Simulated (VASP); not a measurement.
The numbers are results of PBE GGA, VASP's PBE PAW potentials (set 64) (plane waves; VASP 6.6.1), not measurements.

The input files of a VASP run:

**POSCAR**
```
PtSe2
1
    1.8748874681    -3.2474006003     0.0000000000
    1.8748874681     3.2474006003     0.0000000000
    0.0000000000     0.0000000000     6.4583816317
Pt Se
1 2
Direct
  0.0000000000   0.0000000000   0.0000000000
  0.3333330000   0.6666670000   0.2025801933
  0.6666670000   0.3333330000   0.7974198067
```

**INCAR**
```
SYSTEM = PtSe2
PREC = Accurate; ENCUT = 520; LREAL = .FALSE.
LASPH = .TRUE.
EDIFF = 1E-7; NELM = 100; ALGO = Normal
LMAXMIX = 6
ISMEAR = -5
GGA = PE
ISIF = 2
LWAVE = .FALSE.; LCHARG = .TRUE.; LORBIT = 11
NEDOS = 601
LEFG = .TRUE.
```

### KPOINTS
```
Automatic mesh
0
Gamma
 8 8 4
```

POTCAR, in this order: Pt Se (PBE.64 set). Program: vasp_std.

Output of the run:

### OSZICAR
```
       N       E                     dE             d eps       ncg     rms          rms(c)
DAV:   1     0.118052896291E+03    0.11805E+03   -0.97457E+03  1058   0.125E+03
DAV:   2    -0.939817395014E+01   -0.12745E+03   -0.12451E+03  1351   0.226E+02
DAV:   3    -0.150941432431E+02   -0.56960E+01   -0.56693E+01  1344   0.524E+01
DAV:   4    -0.151516378047E+02   -0.57495E-01   -0.57482E-01  1288   0.560E+00
DAV:   5    -0.151525450810E+02   -0.90728E-03   -0.90726E-03  1351   0.662E-01    0.121E+01
DAV:   6    -0.145217846472E+02    0.63076E+00   -0.51311E+00  1064   0.230E+01    0.697E+00
DAV:   7    -0.143249883194E+02    0.19680E+00   -0.97513E-01  1071   0.106E+01    0.350E+00
DAV:   8    -0.143070552243E+02    0.17933E-01   -0.74475E-02  1281   0.194E+00    0.798E-01
DAV:   9    -0.143029338408E+02    0.41214E-02   -0.13290E-02  1183   0.127E+00    0.201E-01
DAV:  10    -0.143032605544E+02   -0.32671E-03   -0.20600E-03  1288   0.327E-01    0.575E-02
DAV:  11    -0.143032783053E+02   -0.17751E-04   -0.69054E-05  1330   0.826E-02    0.268E-02
DAV:  12    -0.143032890468E+02   -0.10741E-04   -0.30541E-05  1190   0.420E-02    0.298E-03
DAV:  13    -0.143032897049E+02   -0.65812E-06   -0.17221E-06  1393   0.955E-03    0.131E-03
DAV:  14    -0.143032899773E+02   -0.27237E-06   -0.19718E-07  1052   0.315E-03    0.883E-04
DAV:  15    -0.143032901689E+02   -0.19166E-06   -0.75793E-08   960   0.206E-03    0.216E-04
DAV:  16    -0.143032901651E+02    0.38567E-08   -0.63509E-09   812   0.727E-04
   1 F= -.14303290E+02 E0= -.14303290E+02  d E =0.000000E+00
```

### OUTCAR
```
------------------------ aborting loop because EDIFF is reached ----------------------------------------
  FORCE on cell =-STRESS in cart. coord.  units (eV):
  Direction    XX          YY          ZZ          XY          YZ          ZX
  --------------------------------------------------------------------------------------
  Total       -0.0009323     -0.0009323     -0.0221891     -0.0000000      0.0000000      0.0000000
  in kB       -0.0189942     -0.0189942     -0.4520500     -0.0000000      0.0000000      0.0000000
  external PRESSURE =      -0.1633461 kB  Pullay stress =       0.0000000 kB
  volume of cell :       78.64
      direct lattice vectors                 reciprocal lattice vectors
     1.874887468 -3.247400600  0.000000000     0.266682672 -0.153969301  0.000000000
     1.874887468  3.247400600  0.000000000     0.266682672  0.153969301  0.000000000
     0.000000000  0.000000000  6.458381632     0.000000000  0.000000000  0.154837552
 POSITION                                       TOTAL-FORCE (eV/Angst)
 -----------------------------------------------------------------------------------
      0.00000      0.00000      0.00000        -0.000000     -0.000000      0.000000
      1.87489      1.08247      1.30834        -0.000000     -0.000000     -0.010007
      1.87489     -1.08247      5.15004         0.000000      0.000000      0.010007
 -----------------------------------------------------------------------------------
    total drift:                                0.000000     -0.000000      0.000000
  FREE ENERGIE OF THE ION-ELECTRON SYSTEM (eV)
  ---------------------------------------------------
  free  energy   TOTEN  =       -14.3032901651 eV

  energy  without entropy=      -14.3032901651  energy(sigma->0) =      -14.30329017

 total charge

# of ion       s       p       d       tot
------------------------------------------
    1        0.669   0.679   7.985   9.333
    2        1.478   2.238   0.055   3.771
    3        1.478   2.238   0.055   3.771
--------------------------------------------------
tot          3.625   5.155   8.095  16.875
```
(Selected blocks of OUTCAR.)

Without a dispersion term in the relaxation, distances and binding between the weakly bound layers, chains or molecules are unreliable, and so is what depends on them.

The compound is PtSe2 in the 1T layered structure. It was relaxed first, which changed the volume by +28 %.
